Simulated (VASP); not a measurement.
Method: LDA (Ceperley-Alder, Perdew-Zunger), VASP's LDA PAW potentials (set 64) (plane waves; VASP 6.6.1).

A VASP calculation is set up with these files.

File POSCAR:
```
SnSe2
1
    1.9024231334    -3.2950937352     0.0000000000
    1.9024231334     3.2950937352     0.0000000000
    0.0000000000    -0.0000000000     5.9091606373
Sn Se
1 2
Direct
  0.0000000000   0.0000000000   0.0000000000
  0.3333330000   0.6666670000   0.2666409896
  0.6666670000   0.3333330000   0.7333590104
```

### KPOINTS
```
Automatic mesh
0
Gamma
7 7 4
0 0 0
```

INCAR:
```
# general
SYSTEM  = SnSe2
PREC    = Accurate
ENCUT   = 520
LREAL   = .False.
LASPH   = .True.

# electronic loop
EDIFF   = 1E-7
NELM    = 100
ALGO    = Normal
LMAXMIX = 4

# smearing
ISMEAR  = 0
SIGMA   = 0.05

# ions
IBRION  = 2
NSW     = 30
ISIF    = 4
EDIFFG  = -0.01

# output
LWAVE   = .False.
LCHARG  = .False.
```

POTCAR, in this order: Sn_d Se (LDA.64 set). Program: vasp_std.

Question: What will the output report for the number of irreducible k-points (NKPTS), largest plane-wave count, number of space-group operations, FFT grid (NGX, NGY, NGZ)?

Answer: 
The number of irreducible k-points (NKPTS) is 28 and the largest plane-wave count is 2011. The number of space-group operations is 12. The FFT grid (NGX, NGY, NGZ) comes out as 28 × 28 × 48.

The compound is SnSe2 in the 1T layered structure. This run relaxes it. Symmetry was kept, so distortions that lower it aren't found.
